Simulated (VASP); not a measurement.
All values below come from PBEsol GGA, VASP's PBE PAW potentials (set 64) (plane waves; VASP).

VASP ran on this input.

### INCAR
```
# general
SYSTEM  = WSi2
PREC    = Accurate
ENCUT   = 500
LREAL   = .FALSE.
LASPH   = .TRUE.

# electronic loop
EDIFF   = 1E-6
NELM    = 100
ALGO    = Normal
LMAXMIX = 6

# smearing
ISMEAR  = 1
SIGMA   = 0.1

# functional
GGA     = PS

# ions
IBRION  = 2
NSW     = 40
ISIF    = 3
EDIFFG  = -0.02
PSTRESS = 300

# output
LWAVE   = .FALSE.
LCHARG  = .FALSE.
```

**KPOINTS**
```
Regular mesh
0
Gamma
  14 14 14
0 0 0
```

**POSCAR**
```
WSi2
1.0
 -1.5437635216   1.5437635216   3.7975698641
  1.5437635216  -1.5437635216   3.7975698641
  1.5437635216   1.5437635216  -3.7975698641
Si W
2 1
Cart
  0.0000000000  -0.0000000000   5.0657246223
 -0.0000000000   0.0000000000   2.5294151059
  0.0000000000   0.0000000000   0.0000000000
```

POTCAR, in this order: Si W_sv (PBE.64 set). Program: vasp_std.

The resulting files:

File OSZICAR:
```
       N       E                     dE             d eps       ncg     rms          rms(c)
DAV:   1     0.124999530663E+03    0.12500E+03   -0.11077E+04  7320   0.146E+03
DAV:   2    -0.231273168189E+02   -0.14813E+03   -0.14600E+03  8461   0.361E+02
DAV:   3    -0.270695399596E+02   -0.39422E+01   -0.38641E+01  9651   0.513E+01
DAV:   4    -0.270942039946E+02   -0.24664E-01   -0.24667E-01  8475   0.476E+00
DAV:   5    -0.270944834865E+02   -0.27949E-03   -0.27949E-03  9637   0.504E-01    0.322E+01
DAV:   6    -0.264235924491E+02    0.67089E+00   -0.29684E+00  8853   0.141E+01    0.127E+01
DAV:   7    -0.263207872775E+02    0.10281E+00   -0.15526E-01  8118   0.269E+00    0.476E+00
DAV:   8    -0.263029959524E+02    0.17791E-01   -0.26037E-02  9602   0.138E+00    0.304E-01
DAV:   9    -0.263024558587E+02    0.54009E-03   -0.84635E-04  8587   0.262E-01    0.165E-01
DAV:  10    -0.263023408003E+02    0.11506E-03   -0.22333E-04  9217   0.151E-01    0.474E-02
DAV:  11    -0.263023382876E+02    0.25127E-05   -0.22032E-05  9098   0.377E-02    0.149E-02
DAV:  12    -0.263023385324E+02   -0.24483E-06   -0.60034E-07  5264   0.650E-03
   1 F= -.19523770E+02 E0= -.19523570E+02  d E =-.195238E+02
```

**OUTCAR**
```
------------------------ aborting loop because EDIFF is reached ----------------------------------------
  FORCE on cell =-STRESS in cart. coord.  units (eV):
  Direction    XX          YY          ZZ          XY          YZ          ZX
  --------------------------------------------------------------------------------------
  Total        6.7665940      6.7665940      6.7354494      0.0000000     -0.0000000     -0.0000000
  in kB      299.4700472    299.4700472    298.0916756      0.0000000     -0.0000000     -0.0000000
  external PRESSURE =      -0.9894100 kB  Pullay stress =     300.0000000 kB
  volume of cell :       36.20
      direct lattice vectors                 reciprocal lattice vectors
    -1.543763522  1.543763522  3.797569864     0.000000000  0.323883803  0.131663147
     1.543763522 -1.543763522  3.797569864     0.323883803  0.000000000  0.131663147
     1.543763522  1.543763522 -3.797569864     0.323883803  0.323883803  0.000000000
 POSITION                                       TOTAL-FORCE (eV/Angst)
 -----------------------------------------------------------------------------------
      0.00000      0.00000      5.06572         0.000000      0.000000      0.008987
      0.00000      0.00000      2.52942        -0.000000     -0.000000     -0.008987
      0.00000      0.00000      0.00000        -0.000000     -0.000000     -0.000000
 -----------------------------------------------------------------------------------
    total drift:                                0.000000     -0.000000     -0.000000
  FREE ENERGIE OF THE ION-ELECTRON SYSTEM (eV)
  ---------------------------------------------------
  free  energy   TOTEN  =       -26.3023385324 eV

  energy  without entropy=      -26.3017380807  energy(sigma->0) =      -26.30213838
  enthalpy is  TOTEN    =       -19.5237700954 eV   P V=        6.7785684370

 reached required accuracy - stopping structural energy minimisation
```
(Selected blocks of OUTCAR.)

The compound is WSi2 in the MoSi2 type structure. It was relaxed first under an external pressure of 30 GPa.
